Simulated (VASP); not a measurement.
# Lattice of CaMn2Bi2 across functionals and dispersion corrections, part 2 of 7

How close do the usual functionals, with and without dispersion, come to the cell of CaMn2Bi2? The start is a computed cell from the Materials Project.

VASP 6.6.1, plane waves and PAW; the level of theory is named at each step.

Still holding for the runs below: The k-mesh is coarse for a metal.

So far. Step 2 (Magnetic start: ferromagnetic): The run ends ferromagnetic with a largest moment of 3.92 μB, and the mesh shows no gap.

## (3) Magnetic start: antiferromagnetic within the cell

This step: LDA, spin-polarised from an antiferromagnetic start; plane waves and PAW (Ca_sv, Mn_pv, Bi_d) (VASP 6.6.1).

Next, a pattern with opposite moments.

INCAR

```
SYSTEM = CaMn2Bi2
PREC = Accurate
ENCUT = 400
EDIFF = 1E-06
NELM = 100
ISMEAR = -1
SIGMA = 0.05
LREAL = .FALSE.
ALGO = Normal
GGA = CA
NBANDS = 43
ISPIN = 2
MAGMOM = 0 4 -4 0 0
LASPH = .TRUE.
LMAXMIX = 4
LORBIT = 11
LWAVE = .FALSE.
LCHARG = .FALSE.
KPAR = 8
ISIF = 2
```

POSCAR

```
CaMn2Bi2
1.0
    4.6263818529      0.0000000000      0.0000000000
   -2.3131909265      4.0065642123      0.0000000000
    0.0000000000      0.0000000000      7.7287920000
Ca Mn Bi
1 2 2
Direct
    0.0000000000      0.0000000000      0.0000000000
    0.6666666700      0.3333333300      0.6207350000
    0.3333333300      0.6666666700      0.3792650000
    0.6666666700      0.3333333300      0.2488090000
    0.3333333300      0.6666666700      0.7511910000
```

KPOINTS

```
Automatic mesh
0
Gamma
6 6 3
0 0 0
```

The projector-augmented-wave data sets are Ca_sv, Mn_pv and Bi_d (PBE family, release 64).

Started as:

```
$ mpirun -np 8 vasp_std
```

Numbers of over 12 decimals in the logs are rounded to 6 here.

Output:

```text
[banner, memory and clock lines left out]
running    8 mpi-ranks, on    1 nodes
 distrk:  each k-point on    1 cores,    8 groups
 distr:  one band on    1 cores,    1 groups

 POSCAR found type information on POSCAR CaMnBi
 POSCAR found :  3 types and       5 ions
 [... a notice as in an earlier step ...]

 [... a notice as in an earlier step ...]

 LDA part: xc-table for (Slater(with rela. corr.)+CA(PZ))
 , standard interpolation
 POSCAR, INCAR and KPOINTS ok, starting setup
 FFT: planning ... GRIDC
 FFT: planning ... GRID_SOFT
 FFT: planning ... GRID
 WAVECAR not read
 entering main loop
       N       E                     dE             d eps       ncg     rms          rms(c)
DAV:   1     0.717643990067E+03    0.71764E+03   -0.31277E+04  2964   0.150E+03
DAV:   2     0.324873642789E+02   -0.68516E+03   -0.66699E+03  2956   0.471E+02
DAV:   3    -0.295201089127E+02   -0.62007E+02   -0.60304E+02  3366   0.160E+02
DAV:   4    -0.328928756773E+02   -0.33728E+01   -0.33212E+01  4368   0.358E+01
DAV:   5    -0.331300266938E+02   -0.23715E+00   -0.23653E+00  4792   0.720E+00    0.137E+01
DAV:   6    -0.349827412989E+02   -0.18527E+01   -0.40275E+01  3657   0.402E+01    0.297E+01
DAV:   7    -0.302131121785E+02    0.47696E+01   -0.33732E+01  3445   0.302E+01    0.798E+00
DAV:   8    -0.305094493629E+02   -0.29634E+00   -0.16725E+00  3522   0.543E+00    0.462E+00
DAV:   9    -0.304053150387E+02    0.10413E+00   -0.75884E-01  3894   0.804E+00    0.201E+00
DAV:  10    -0.304330616294E+02   -0.27747E-01   -0.18033E-01  3450   0.236E+00    0.131E+00
DAV:  11    -0.304324589140E+02    0.60272E-03   -0.19715E-02  3644   0.123E+00    0.344E-01
DAV:  12    -0.304330062353E+02   -0.54732E-03   -0.51731E-03  4010   0.351E-01    0.157E-01
DAV:  13    -0.304329856511E+02    0.20584E-04   -0.58317E-04  3825   0.172E-01    0.556E-02
DAV:  14    -0.304329908114E+02   -0.51603E-05   -0.14885E-04  3920   0.109E-01    0.165E-02
DAV:  15    -0.304329951230E+02   -0.43115E-05   -0.14300E-05  3798   0.206E-02    0.991E-03
DAV:  16    -0.304329958050E+02   -0.68203E-06   -0.29279E-06  3032   0.149E-02
   1 F= -.30432996E+02 E0= -.30427719E+02  d E =-.105546E-01  mag=    -0.0000
```

Elapsed: 35 s, on 8 MPI ranks of AMD EPYC 7R13 (Zen 3), shared host; peak memory 2.2 GiB; 4 min of CPU time.

From OUTCAR (step 3):

```text
The static configuration has the point symmetry D_3d.

 Found     17 irreducible k-points:

   k-points           NKPTS =     17   k-points in BZ     NKDIM =     17   number of bands    NBANDS=     43

   NELECT =      66.0000    total number of electrons

 E-fermi :   4.9486

 spin component 1
 k-point     1 :       0.0000    0.0000    0.0000
  band No.  band energies     occupation
    ...
     27       2.1533      1.00000
     28       2.1533      1.00000
     29       3.4725      1.00000
     30       3.4725      1.00000
     31       4.4385      0.99996
     32       5.0160      0.20603
     33       5.0160      0.20603
     34       5.5220      0.00001
     35       5.5220      0.00001
     36       5.6432      0.00000
    ...

 k-point     2 :       0.1667    0.0000    0.0000
  band No.  band energies     occupation
    ...
     29       2.8598      1.00000
     30       3.4294      1.00000
     31       3.8464      1.00000
     32       4.3377      1.00000
     33       4.6907      0.99427
     34       5.2070      0.00565
     35       5.5342      0.00001
     36       5.8812      0.00000
     37       6.5080      0.00000
     38       6.5670      0.00000
    ...

 k-point     3 :       0.3333   -0.0000    0.0000
  band No.  band energies     occupation
    ...
     29       2.3732      1.00000
     30       2.9129      1.00000
     31       3.3348      1.00000
     32       3.8812      1.00000
     33       4.1192      1.00000
     34       5.0279      0.16995
     35       5.5520      0.00001
     36       5.6489      0.00000
     37       5.8180      0.00000
     38       6.2277      0.00000
    ...

 k-point     4 :       0.5000    0.0000    0.0000
  band No.  band energies     occupation
    ...
     29       2.5045      1.00000
     30       2.6124      1.00000
     31       3.2788      1.00000
     32       3.4137      1.00000
     33       3.8553      1.00000
     34       5.0222      0.18635
     35       5.4658      0.00003
     36       5.5525      0.00001
     37       5.5674      0.00000
     38       6.1059      0.00000
    ...

  Total       -4.9006855     -4.9006855     -6.9277463      0.0000000     -0.0000000      0.0000000
  in kB      -54.8077806    -54.8077806    -77.4778137      0.0000000     -0.0000000      0.0000000
  external PRESSURE =     -62.3644583 kB  Pullay stress =       0.0000000 kB

 POSITION                                       TOTAL-FORCE (eV/Angst)
 -----------------------------------------------------------------------------------
      0.00000      0.00000      0.00000        -0.000000      0.000000      0.000000
      2.31319      1.33552      4.79753         0.000000      0.000000     -0.446074
     -0.00000      2.67104      2.93126        -0.000000     -0.000000      0.446074
      2.31319      1.33552      1.92299        -0.000000      0.000000      0.716035
     -0.00000      2.67104      5.80580         0.000000      0.000000     -0.716035
 -----------------------------------------------------------------------------------
    total drift:                                0.000000      0.000000      0.000000

  FREE ENERGIE OF THE ION-ELECTRON SYSTEM (eV)
  ---------------------------------------------------
  free  energy   TOTEN  =       -30.4329958050 eV

  energy  without entropy=      -30.4224412024  energy(sigma->0) =      -30.42771850

 total charge
# of ion       s       p       d       tot
------------------------------------------
    1        2.034   5.827   0.245   8.106
    2        0.264   6.164   4.973  11.401
    3        0.264   6.164   4.973  11.401
    4        1.432   1.673   9.897  13.002
    5        1.432   1.673   9.897  13.002
--------------------------------------------------
tot          5.427  21.502  29.984  56.912

 magnetization (x)
# of ion       s       p       d       tot
------------------------------------------
    1        0.000   0.000   0.000   0.000
    2        0.042   0.040   3.813   3.895
    3       -0.042  -0.040  -3.813  -3.895
    4       -0.003   0.007  -0.008  -0.004
    5        0.003  -0.007   0.008   0.004
--------------------------------------------------
tot          0.000   0.000   0.000   0.000

[... 7 parts as in an earlier step ...]

[... 4 further parts left out ...]
```

At this level the cell is under a tension of 6.2 GPa, so at these settings it is away from equilibrium.

Numbers from this step:

```yaml
bands: 43
free_energy_toten: -30.43 eV
energy_at_zero_smearing: -30.43 eV
fermi_energy: 4.949 eV
pressure: -6.236 GPa
```

Spin moment in the PAW sphere by atom:

```csv
atom,spin moment in the PAW sphere (μB)
Ca1,0.00
Mn2,3.90
Mn3,-3.90
Bi4,0.00
Bi5,0.00
```

Force by atom:

```csv
atom,x (eV/Å),y (eV/Å),z (eV/Å),size
Ca1,0.000,0.000,0.000,0.000
Mn2,0.000,0.000,-0.446,0.446
Mn3,0.000,0.000,0.446,0.446
Bi4,0.000,0.000,0.716,0.716
Bi5,0.000,0.000,-0.716,0.716
```

The energy lies -101.4 meV an atom from the first pattern. The run ends antiferromagnetic with a largest moment of 3.90 μB, and the mesh shows no gap.

## (4) Magnetic start: antiferromagnetic, q = (0, 0, 1/2)

System of this step: CaMn2Bi2. It takes space group P-3m1 (No. 164, trigonal). Conventional cell: a = 4.626 Å, b = 4.626 Å, c = 7.729 Å, α = 90.00°, β = 90.00°, γ = 120.00°. Ca has 6 Bi at 3.29 Å nearest. Nearest to Mn lie 4 Bi at 2.86 to 2.87 Å. Nearest to Bi lie 4 Mn at 2.86 to 2.87 Å and 3 Ca at 3.29 Å. Farther neighbours are not listed.

Next, a pattern with opposite moments, which needs a doubled cell; q is given in the reciprocal vectors of the primitive cell.

Edit INCAR of step 3 so:

```diff
@@ -10,5 +10,5 @@
 GGA = CA
-NBANDS = 43
+NBANDS = 86
 ISPIN = 2
-MAGMOM = 0 4 -4 0 0
+MAGMOM = 0 0 4 -4 4 -4 0 0 0 0
 LASPH = .TRUE.
```

POSCAR

```
CaMn2Bi2
1.0
    4.6263818529      0.0000000000      0.0000000000
   -2.3131909265      4.0065642123      0.0000000000
    0.0000000000      0.0000000000     15.4575840000
Ca Mn Bi
2 4 4
Direct
    0.0000000000      0.0000000000      0.0000000000
    0.0000000000      0.0000000000      0.5000000000
    0.6666666700      0.3333333300      0.3103675000
    0.6666666700      0.3333333300      0.8103675000
    0.3333333300      0.6666666700      0.1896325000
    0.3333333300      0.6666666700      0.6896325000
    0.6666666700      0.3333333300      0.1244045000
    0.6666666700      0.3333333300      0.6244045000
    0.3333333300      0.6666666700      0.3755955000
    0.3333333300      0.6666666700      0.8755955000
```

KPOINTS

```
Automatic mesh
0
Gamma
6 6 2
0 0 0
```

Started as:

```
$ mpirun -np 8 vasp_std
```

Output:

```text
[banner, memory and clock lines left out]
running    8 mpi-ranks, on    1 nodes
 distrk:  each k-point on    1 cores,    8 groups
 distr:  one band on    1 cores,    1 groups

 POSCAR found type information on POSCAR CaMnBi
 POSCAR found :  3 types and      10 ions
 [... a notice as in an earlier step ...]

 [... a notice as in an earlier step ...]

 LDA part: xc-table for (Slater(with rela. corr.)+CA(PZ))
 , standard interpolation
 POSCAR, INCAR and KPOINTS ok, starting setup
 FFT: planning ... GRIDC
 FFT: planning ... GRID_SOFT
 FFT: planning ... GRID
 WAVECAR not read
 entering main loop
       N       E                     dE             d eps       ncg     rms          rms(c)
DAV:   1     0.154878703894E+04    0.15488E+04   -0.60962E+04  4888   0.150E+03
DAV:   2     0.110804426956E+03   -0.14380E+04   -0.13956E+04  4816   0.485E+02
DAV:   3    -0.530845007540E+02   -0.16389E+03   -0.15577E+03  5700   0.181E+02
DAV:   4    -0.640540186386E+02   -0.10970E+02   -0.10724E+02  6648   0.435E+01
DAV:   5    -0.651744069395E+02   -0.11204E+01   -0.11098E+01  8616   0.105E+01    0.191E+01
DAV:   6    -0.699604752423E+02   -0.47861E+01   -0.85697E+01  6090   0.394E+01    0.428E+01
DAV:   7    -0.594288635949E+02    0.10532E+02   -0.62469E+01  5730   0.282E+01    0.962E+00
DAV:   8    -0.601108143906E+02   -0.68195E+00   -0.36630E+00  5752   0.523E+00    0.641E+00
DAV:   9    -0.598823687672E+02    0.22845E+00   -0.16642E+00  6922   0.790E+00    0.293E+00
DAV:  10    -0.599678038800E+02   -0.85435E-01   -0.34668E-01  5520   0.225E+00    0.222E+00
DAV:  11    -0.599823523632E+02   -0.14548E-01   -0.91502E-02  6336   0.161E+00    0.574E-01
DAV:  12    -0.599880438694E+02   -0.56915E-02   -0.19034E-02  6640   0.447E-01    0.341E-01
DAV:  13    -0.599910861129E+02   -0.30422E-02   -0.31187E-03  6400   0.227E-01    0.416E-01
DAV:  14    -0.599915337120E+02   -0.44760E-03   -0.55770E-04  6704   0.159E-01    0.290E-01
DAV:  15    -0.599917534676E+02   -0.21976E-03   -0.10321E-03  6736   0.192E-01    0.105E-01
DAV:  16    -0.599918846047E+02   -0.13114E-03   -0.47196E-04  6144   0.104E-01    0.292E-02
DAV:  17    -0.599918983544E+02   -0.13750E-04   -0.89376E-05  5488   0.478E-02    0.194E-02
DAV:  18    -0.599918987988E+02   -0.44443E-06   -0.11124E-05  5250   0.199E-02    0.942E-03
DAV:  19    -0.599918994990E+02   -0.70020E-06   -0.34745E-06  5072   0.715E-03
   1 F= -.59991899E+02 E0= -.59943787E+02  d E =-.962245E-01  mag=     0.0000
```

Elapsed: 2.4 min, on 8 MPI ranks; peak memory 3.7 GiB.

From OUTCAR (step 4):

```text
  LATTYP: Found a hexagonal cell.
 ALAT       =     4.6263818529
 C/A-ratio  =     3.3411820493

The static configuration has the point symmetry D_3d.

 Found     14 irreducible k-points:

   k-points           NKPTS =     14   k-points in BZ     NKDIM =     14   number of bands    NBANDS=     86

   dimension x,y,z NGX =    30 NGY =   30 NGZ =  108
   dimension x,y,z NGXF=    60 NGYF=   60 NGZF=  216

   ENCUT  =  400.0 eV  29.40 Ry    5.42 a.u.   7.54  7.54 25.21*2*pi/ulx,y,z

   NELECT =     132.0000    total number of electrons

 E-fermi :   4.8139

 spin component 1
 k-point     1 :       0.0000    0.0000    0.0000
  band No.  band energies     occupation
    ...
     57       2.6169      1.00000
     58       3.2943      1.00000
     59       3.2943      1.00000
     60       3.4114      1.00000
     61       3.4114      1.00000
     62       4.8677      0.25424
     63       4.8677      0.25424
     64       4.9446      0.06822
     65       5.1622      0.00094
     66       5.1622      0.00094
    ...

 k-point     2 :       0.1667   -0.0000    0.0000
  band No.  band energies     occupation
    ...
     61       3.3703      1.00000
     62       3.7968      1.00000
     63       4.2713      0.99998
     64       4.5768      0.99136
     65       4.7270      0.85043
     66       4.9604      0.05069
     67       5.0874      0.00420
     68       5.2383      0.00021
     69       5.3705      0.00001
     70       5.6773      0.00000
    ...

 k-point     3 :       0.3333   -0.0000    0.0000
  band No.  band energies     occupation
    ...
     61       3.2388      1.00000
     62       3.2810      1.00000
     63       3.3585      1.00000
     64       3.8540      1.00000
     65       4.2574      0.99999
     66       4.8824      0.20274
     67       4.9455      0.06717
     68       4.9700      0.04222
     69       5.0651      0.00653
     70       5.5335      0.00000
    ...

 k-point     4 :       0.5000   -0.0000    0.0000
  band No.  band energies     occupation
    ...
     61       3.1553      1.00000
     62       3.2162      1.00000
     63       3.2281      1.00000
     64       3.4495      1.00000
     65       3.9384      1.00000
     66       4.8241      0.44940
     67       4.8777      0.21836
     68       4.8815      0.20566
     69       5.1674      0.00085
     70       5.2487      0.00017
    ...

  Total       -9.6236212     -9.6236212    -10.6567659      0.0000000      0.0000000     -0.0000000
  in kB      -53.8138301    -53.8138301    -59.5910185      0.0000000      0.0000000     -0.0000000
  external PRESSURE =     -55.7395595 kB  Pullay stress =       0.0000000 kB

  energy-cutoff  :      400.00
  volume of cell :      286.52
      direct lattice vectors                 reciprocal lattice vectors
     4.626381853  0.000000000  0.000000000     0.216151635  0.124795204  0.000000000
    -2.313190926  4.006564212  0.000000000     0.000000000  0.249590409  0.000000000
     0.000000000  0.000000000 15.457584000     0.000000000  0.000000000  0.064693163

 POSITION                                       TOTAL-FORCE (eV/Angst)
 -----------------------------------------------------------------------------------
      0.00000      0.00000      0.00000         0.000000     -0.000000     -0.000000
      0.00000      0.00000      7.72879         0.000000     -0.000000     -0.000000
      2.31319      1.33552      4.79753        -0.000000      0.000000     -0.102250
      2.31319      1.33552     12.52632        -0.000000      0.000000     -0.102250
     -0.00000      2.67104      2.93126         0.000000     -0.000000      0.102250
     -0.00000      2.67104     10.66005         0.000000     -0.000000      0.102250
      2.31319      1.33552      1.92299         0.000000      0.000000      0.511746
      2.31319      1.33552      9.65179         0.000000      0.000000      0.511746
     -0.00000      2.67104      5.80580        -0.000000     -0.000000     -0.511746
     -0.00000      2.67104     13.53459         0.000000     -0.000000     -0.511746
 -----------------------------------------------------------------------------------
    total drift:                                0.000000      0.000000      0.000000

  FREE ENERGIE OF THE ION-ELECTRON SYSTEM (eV)
  ---------------------------------------------------
  free  energy   TOTEN  =       -59.9918994990 eV

  energy  without entropy=      -59.8956750305  energy(sigma->0) =      -59.94378726

 total charge
# of ion       s       p       d       tot
------------------------------------------
    1        2.038   5.827   0.243   8.108
    2        2.038   5.827   0.243   8.108
    3        0.267   6.162   4.977  11.406
    4        0.267   6.162   4.977  11.406
    5        0.267   6.162   4.977  11.406
    6        0.267   6.162   4.977  11.406
    7        1.436   1.656   9.900  12.992
    8        1.436   1.656   9.900  12.992
    9        1.436   1.656   9.900  12.992
   10        1.436   1.656   9.900  12.992
--------------------------------------------------
tot         10.886  42.927  59.996 113.810

 magnetization (x)
# of ion       s       p       d       tot
------------------------------------------
    1        0.000   0.000   0.000   0.000
    2        0.000   0.000   0.000   0.000
    3        0.037   0.034   3.822   3.893
    4       -0.037  -0.034  -3.822  -3.893
    5        0.037   0.034   3.822   3.893
    6       -0.037  -0.034  -3.822  -3.893
    7        0.004  -0.052   0.013  -0.035
    8       -0.004   0.052  -0.013   0.035
    9        0.004  -0.052   0.013  -0.035
   10       -0.004   0.052  -0.013   0.035
--------------------------------------------------
tot          0.000   0.000   0.000   0.000

[... 1 part as in an earlier step ...]

[... 6 further parts left out ...]
```

At this level the cell is under a tension of 5.6 GPa, so at these settings it is away from equilibrium.

Numbers from this step:

| Item | Value |
| --- | --- |
| SCF cycles | 19 |
| electrons | 132 |
| bands | 86 |
| irreducible k-points | 14 |
| free energy (TOTEN) | -59.9919 eV |
| energy at zero smearing | -59.9438 eV |
| Fermi energy | 4.814 eV |
| pressure | -5.574 GPa |

Spin moment in the PAW sphere by atom:

```csv
atom,spin moment in the PAW sphere (μB)
Ca1,0.00
Ca2,0.00
Mn3,3.89
Mn4,-3.89
Mn5,3.89
Mn6,-3.89
Bi7,-0.04
Bi8,0.04
Bi9,-0.04
Bi10,0.04
```

Force by atom:

```csv
atom,x (eV/Å),y (eV/Å),z (eV/Å),size
Ca1,0.000,0.000,0.000,0.000
Ca2,0.000,0.000,0.000,0.000
Mn3,0.000,0.000,-0.102,0.102
Mn4,0.000,0.000,-0.102,0.102
Mn5,0.000,0.000,0.102,0.102
Mn6,0.000,0.000,0.102,0.102
Bi7,0.000,0.000,0.512,0.512
Bi8,0.000,0.000,0.512,0.512
Bi9,0.000,0.000,-0.512,0.512
Bi10,0.000,0.000,-0.512,0.512
```

The energy lies -10.3 meV an atom from the first pattern. The run ends antiferromagnetic with a largest moment of 3.89 μB, and the mesh shows no gap.

(Part 2 of 7 ends here.)

[Lines on the potential files, build, host, timing and source positions are cut from VASP's logs without a mark.]

[Logs are printed without paths, hosts, clocks, repeated set-up lines and the standing remarks that a program may print on its own settings, such as how far it seeks lower states.]

[Hosts, paths, dates, database ids (printed as entryN), source tags and the programs' standing remarks are cut or masked in the printed files.]

[A measured line is paired with the nearest computed mode of its activity, which favours agreement.]

[In band tables of VASP the shares of atoms and orbitals are scaled to a sum of 1 inside the atoms' spheres.]
